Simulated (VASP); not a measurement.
# GeH3C (P-3) in VASP: phonons with vdW-DF-cx

Aim: the phonons of GeH3C with vdW-DF-cx.

All numbers are computed with VASP 6.6.1; they aren't measurements. Logs are shortened: lines on timing, memory, paths and dates and some standing lists are left out, and cuts for length are marked.

**1. The crystal as given**

The structure is trigonal, space group P-3 (No. 147). Conventional cell: a = 4.024 Å, b = 4.024 Å, c = 8.065 Å, α = 90.00°, β = 90.00°, γ = 120.00°. Ge (site symmetry 3) is surrounded by 1 C at 1.99 Å. C (site symmetry 3) has 3 H at 1.10 Å as nearest neighbours. H (site symmetry 1) is surrounded by 1 C at 1.10 Å.

The cell comes from a database or a generator and needn't be the stable form of this composition.

**2. Phonons, vdW-DF-cx**

POSCAR reads:

```
GeH3C
1.0
    4.0237350000     -0.0000014600      0.0000000000
   -2.0118660000      3.4846570000      0.0000000000
    0.0000000000      0.0000000000      8.0650270000
Ge C H
2 2 6
Direct
    0.3333330000      0.6666670000      0.5485230000
    0.6666670000      0.3333330000      0.4514770000
    0.3333330000      0.6666670000      0.7948990000
    0.6666670000      0.3333330000      0.2051010000
    0.6117690000      0.8945610000      0.8419960000
    0.1054390000      0.7172080000      0.8419960000
    0.2827930000      0.3882310000      0.8419960000
    0.3882310000      0.1054390000      0.1580040000
    0.8945610000      0.2827920000      0.1580040000
    0.7172070000      0.6117690000      0.1580040000
```

INCAR.step1 reads:

```
SYSTEM = GeH3C
PREC = Accurate
ENCUT = 600
EDIFF = 1E-8
ISMEAR = 0
SIGMA = 0.05
LREAL = .FALSE.
LASPH = .TRUE.
NELM = 60
ALGO = Normal
ISIF = 3
LWAVE = .FALSE.
LCHARG = .FALSE.
GGA = CX
LUSE_VDW = .TRUE.
AGGAC = 0.0
IBRION = 2
NSW = 40
EDIFFG = -0.002
```

INCAR.step2 reads:

```
SYSTEM = GeH3C
PREC = Accurate
ENCUT = 600
EDIFF = 1E-8
ISMEAR = 0
SIGMA = 0.05
LREAL = .FALSE.
LASPH = .TRUE.
NELM = 60
ALGO = Normal
ISIF = 2
LWAVE = .FALSE.
LCHARG = .FALSE.
GGA = CX
LUSE_VDW = .TRUE.
AGGAC = 0.0
IBRION = 6
NFREE = 2
POTIM = 0.015
NSW = 1
```

KPOINTS reads:

```
Automatic mesh
0
G
  7 7 3
  0 0 0
```

Potentials or basis: VASP PAW PBE potentials, release 64 (Ge_d, C, H).

Run with:

```bash
$ cat potpaw_PBE.64/Ge_d/POTCAR potpaw_PBE.64/C/POTCAR potpaw_PBE.64/H/POTCAR > POTCAR
$ cp INCAR.step1 INCAR
$ mpirun -np 1 vasp_std > vasp.out
$ cp CONTCAR POSCAR
$ cp INCAR.step2 INCAR
$ mpirun -np 1 vasp_std > vasp.out
```

OUTCAR:

```text
SYSTEM = GeH3C
   PREC = Accurate
   ENCUT = 600
   EDIFF = 1E-8
   ISMEAR = 0
   LREAL = .FALSE.
   LASPH = .TRUE.
   NELM = 60
   ISIF = 2
   GGA = CX
   IBRION = 6
   NFREE = 2
   POTIM = 0.015
   NSW = 1

 ion  position               nearest neighbor table
   1  0.333  0.667  0.549-   3 1.99   2 2.45   2 2.45   2 2.45
   2  0.667  0.333  0.451-   4 1.99   1 2.45   1 2.45   1 2.45
   3  0.333  0.667  0.795-   6 1.10   5 1.10   7 1.10   1 1.99
   4  0.667  0.333  0.205-   9 1.10   8 1.10  10 1.10   2 1.99
   5  0.608  0.901  0.842-   3 1.10
   6  0.099  0.707  0.842-   3 1.10
   7  0.293  0.392  0.842-   3 1.10
   8  0.392  0.099  0.158-   4 1.10
   9  0.901  0.293  0.158-   4 1.10
  10  0.707  0.608  0.158-   4 1.10

  LATTYP: Found a hexagonal cell.
 ALAT       =     4.0220527343
 C/A-ratio  =     2.0082428088

  Lattice vectors:

 A1 = (   4.0220527343,  -0.0000200559,  -0.0000000000)
 A2 = (  -2.0110087629,   3.4832094137,   0.0000000000)
 A3 = (  -0.0000000000,   0.0000000000,   8.0772584804)

Analysis of symmetry for initial positions (statically):
=====================================================================
 Subroutine PRICEL returns:
 Original cell was already a primitive cell.

 Routine SETGRP: Setting up the symmetry group for a
 hexagonal supercell.

 Subroutine GETGRP returns: Found  6 space group operations
 (whereof  6 operations were pure point group operations)
 out of a pool of 24 trial point group operations.

The static configuration has the point symmetry S_6 .

Analysis of symmetry for dynamics (positions and initial velocities):
=====================================================================
 Subroutine PRICEL returns:
 Original cell was already a primitive cell.

 Routine SETGRP: Setting up the symmetry group for a
 hexagonal supercell.

 Subroutine GETGRP returns: Found  6 space group operations
 (whereof  6 operations were pure point group operations)
 out of a pool of 24 trial point group operations.

The dynamic configuration has the point symmetry S_6 .

 Subroutine INISYM returns: Found  6 space group operations
 (whereof  6 operations are pure point group operations),
 and found     1 'primitive' translations
[... 296 lines left out ...]

Total vdW correction in eV:      8.0619527

[... ionic steps 4 to 12 ...]

--------------------------------------- Ionic step       13  -------------------------------------------

 number of electron      41.9999993 magnetization

------------------------ aborting loop because EDIFF is reached ----------------------------------------
[... 87 lines left out ...]
--------------------------------------- Ionic step       15  -------------------------------------------

 number of electron      41.9999993 magnetization

 Free energy of the ion-electron system (eV)
  ---------------------------------------------------
  ext. energy  EPLUGINS =         0.00000000
  ---------------------------------------------------
  free energy    TOTEN  =       -39.50800511 eV

  energy without entropy =      -39.50800511  energy(sigma->0) =      -39.50800511

 E-fermi :   1.7372     XC(G=0):  -8.2733

 val. band max:        1.5270349086   @ k =   0.0000   0.0000   0.0000
 cond. band min:       2.5101516761   @ k =   0.0000   0.0000   0.0000
 fundamental gap:      0.9831167674
 Fermi energy:         1.7371865686

 k-point     1 :       0.0000    0.0000    0.0000
  band No.  band energies     occupation
      1     -22.6836      2.00000
      2     -22.6834      2.00000
      3     -22.6124      2.00000
      4     -22.6121      2.00000
      5     -22.5681      2.00000
      6     -22.5369      2.00000
[... 709 lines left out ...]
     26       7.1094      0.00000
     27       8.2364      0.00000

 [... further k-points ...]

------------------------ aborting loop because EDIFF is reached ----------------------------------------

  FORCE on cell =-STRESS in cart. coord.  units (eV):
  Direction    XX          YY          ZZ          XY          YZ          ZX
  --------------------------------------------------------------------------------------
  -------------------------------------------------------------------------------------
  Total        0.0553705      0.0828687      0.0720321      0.0566714      0.0826221      0.0664135
  in kB        0.7839691      1.1733058      1.0198742      0.8023873      1.1698141      0.9403231
  external PRESSURE =       0.9923830 kB  Pullay stress =       0.0000000 kB
[... 29 lines left out ...]
  energy  without entropy=      -39.5080051115  energy(sigma->0) =      -39.50800511

Total vdW correction in eV:      8.0630640

 INTERNAL STRAIN TENSORS FROM DISPLACED ATOMS
 ============================================

 INTERNAL STRAIN TENSOR FOR ION    1 for displacements in x,y,z  (eV/Angst):
          X           Y           Z          XY          YZ          ZX
  --------------------------------------------------------------------------------
  x     0.15235    -0.15236    -0.00000    -7.05143     0.11373    -2.80741
  y    -7.05143     7.05142    -0.00000    -0.15236    -2.80740    -0.11373
  z    -5.33589    -5.33589    19.53089     0.00000    -0.00000    -0.00000
[... 8 lines left out ...]
 INTERNAL STRAIN TENSOR FOR ION   10 for displacements in x,y,z  (eV/Angst):
          X           Y           Z          XY          YZ          ZX
  --------------------------------------------------------------------------------
  x     4.18371     7.03860     0.70511    -6.57253    -2.49826     2.72584
  y    -2.57595   -24.45222    -2.25557     8.68484     8.03505    -2.65398
  z     1.10602     6.69015     4.88662    -2.67188    -6.65747     2.58192

 Eigenvectors and eigenvalues of the dynamical matrix
   1 f  =   91.113977 THz   572.486000 2PiTHz 3039.235119 cm-1   376.816960 meV
   2 f  =   91.113970 THz   572.485960 2PiTHz 3039.234910 cm-1   376.816934 meV
   3 f  =   91.088094 THz   572.323371 2PiTHz 3038.371752 cm-1   376.709916 meV
   4 f  =   91.088087 THz   572.323332 2PiTHz 3038.371542 cm-1   376.709890 meV
   5 f  =   88.333464 THz   555.015523 2PiTHz 2946.487199 cm-1   365.317689 meV
   6 f  =   88.316341 THz   554.907939 2PiTHz 2945.916051 cm-1   365.246876 meV
[... 19 lines left out ...]
  26 f  =    2.682453 THz    16.854350 2PiTHz   89.477004 cm-1    11.093730 meV
  27 f  =    2.682453 THz    16.854347 2PiTHz   89.476991 cm-1    11.093728 meV
  28 f/i=    0.003868 THz     0.024300 2PiTHz    0.129006 cm-1     0.015995 meV
  29 f/i=    0.045501 THz     0.285894 2PiTHz    1.517763 cm-1     0.188179 meV
  30 f/i=    0.045501 THz     0.285894 2PiTHz    1.517764 cm-1     0.188179 meV

 ELASTIC MODULI CONTR FROM IONIC RELAXATION (kBar)
 Direction    XX          YY          ZZ          XY          YZ          ZX
 --------------------------------------------------------------------------------
 XX       -1166.9243   -213.3640   -137.1581     -0.0016   -152.0226    151.5295
 YY        -213.3640  -1166.9237   -137.1581     -0.0016    152.0225   -151.5295
 ZZ        -137.1581   -137.1581  -1806.7718     -0.0003     -0.0000      0.0000
 XY          -0.0016     -0.0016     -0.0003   -476.7800   -151.5274   -152.0228
 YZ        -152.0226    152.0225     -0.0000   -151.5274   -536.1437      0.0006
 ZX         151.5295   -151.5295     -0.0000   -152.0228      0.0006   -536.1466
 --------------------------------------------------------------------------------
```

OSZICAR.step1:

```text
N       E                     dE             d eps       ncg     rms          rms(c)
DAV:   1     0.392463850845E+03    0.39246E+03   -0.22583E+04  1663   0.327E+03
DAV:   2     0.231849291060E+02   -0.36928E+03   -0.35677E+03  1484   0.788E+02
DAV:   3    -0.407250358966E+02   -0.63910E+02   -0.63450E+02  1548   0.197E+02
DAV:   4    -0.445667148205E+02   -0.38417E+01   -0.38304E+01  1885   0.554E+01
[... 246 lines left out ...]
DAV:   3    -0.395086539575E+02    0.73536E-06   -0.18867E-06  1988   0.150E-02    0.144E-03
DAV:   4    -0.395086538839E+02    0.73577E-07   -0.33043E-07  1717   0.567E-03    0.761E-04
DAV:   5    -0.395086538279E+02    0.56088E-07   -0.31947E-08  1336   0.173E-03    0.295E-04
DAV:   6    -0.395086538135E+02    0.14369E-07   -0.66794E-09   753   0.117E-03    0.105E-04
DAV:   7    -0.395086538114E+02    0.20691E-08   -0.28890E-09   714   0.659E-04
  25 F= -.39508654E+02 E0= -.39508654E+02  d E =-.169710E-05
```

It took 1.8 h on 1 thread of Intel Xeon Platinum 8488C (Sapphire Rapids), shared host; peak memory 0.88 GiB.

Results:

```
Relaxed volume                                          : 11.32 Å³/atom
Relaxed cell                                            : a = 4.022 Å, b = 4.022 Å, c = 8.077 Å, α = 90.00°, β = 90.00°, γ = 120.00°
Space group after relaxing (to 0.05 Å)                  : P-3 (No. 147)
Highest phonon frequency at Γ, LO-TO splitting left out : 3039 cm⁻¹
```

The path:
```csv
step,energy change (eV),largest force (eV/Å),pressure (GPa),volume (Å³)
1,0.0000,0.0069,0.01,113.08
2,0.0000,0.0056,0.02,113.09
3,0.0000,0.0128,0.05,113.12
4,0.0000,0.0123,0.04,113.13
5,0.0000,0.0112,0.04,113.14
6,-0.0001,0.0094,0.02,113.18
7,-0.0001,0.0186,-0.01,113.24
8,-0.0001,0.0156,-0.02,113.26
9,-0.0001,0.0074,-0.04,113.32
10,-0.0001,0.0234,-0.09,113.44
11,-0.0001,0.0159,-0.07,113.39
12,-0.0001,0.0109,-0.06,113.39
13,-0.0002,0.0068,-0.04,113.41
14,-0.0002,0.0343,-0.01,113.43
15,-0.0002,0.0122,-0.03,113.41
16,-0.0002,0.0091,-0.03,113.40
17,-0.0003,0.0042,-0.03,113.35
18,-0.0004,0.0186,-0.03,113.25
19,-0.0005,0.0187,0.00,113.22
20,-0.0005,0.0190,0.07,113.14
21,-0.0006,0.0086,0.06,113.14
22,-0.0006,0.0160,0.04,113.12
23,-0.0006,0.0073,0.02,113.14
24,-0.0006,0.0037,0.01,113.15
25,-0.0006,0.0018,0.01,113.16
```

Final structure:
```
CELL_PARAMETERS angstrom
4.02205 -0.00002 0.00000
-2.01101 3.48321 0.00000
0.00000 0.00000 8.07726
ATOMIC_POSITIONS crystal
Ge 0.33333 0.66667 0.54854
Ge 0.66667 0.33333 0.45146
C 0.33333 0.66667 0.79460
C 0.66667 0.33333 0.20540
H 0.60813 0.90113 0.84164
H 0.09887 0.70700 0.84164
H 0.29300 0.39187 0.84164
H 0.39187 0.09887 0.15836
H 0.90113 0.29300 0.15836
H 0.70700 0.60813 0.15836
```

Phonon frequencies in cm⁻¹ (negative: imaginary):
```csv
q point,frequencies
"(0.000, 0.000, 0.000)",-2 -2 0 89 89 119 119 203 204 229 290 290 557 558 731 731 774 774 1217 1218 1405 1405 1412 1412 2946 2946 3038 3038 3039 3039
```

Caveat: the PAW data sets were made with another functional, which shifts forces and pressure a little.
